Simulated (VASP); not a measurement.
Data:

```
Al3Sc
1.0
    4.02397     0.00000     0.00000
    0.00000     4.02397     0.00000
    0.00000     0.00000     4.02397
Sc Al
1 3
Direct
  0.00000   0.00000   0.00000
  0.00000   0.50000   0.50000
  0.50000   0.00000   0.50000
  0.50000   0.50000   0.00000
```

The numbers are results of PBE GGA with D3 dispersion (zero damping), VASP's PBE PAW potentials (set 64) (plane waves; VASP), not measurements. Settings: 520 eV cut-off, 8×8×8 Γ-centred mesh, first-order Methfessel-Paxton smearing of 0.10 eV, potentials Sc_sv Al.

Problem. Give the stress tensor in GPa (positive for a compressed cell).

Solution. 
```
3.03  0.00  0.00
0.00  3.03  0.00
0.00  0.00  3.03
```
The pressure is its mean diagonal, 3.03 GPa.

The compound is Al3Sc in the L1_2 structure. This cell is one point of a volume scan, at 0.97 of the reference volume.
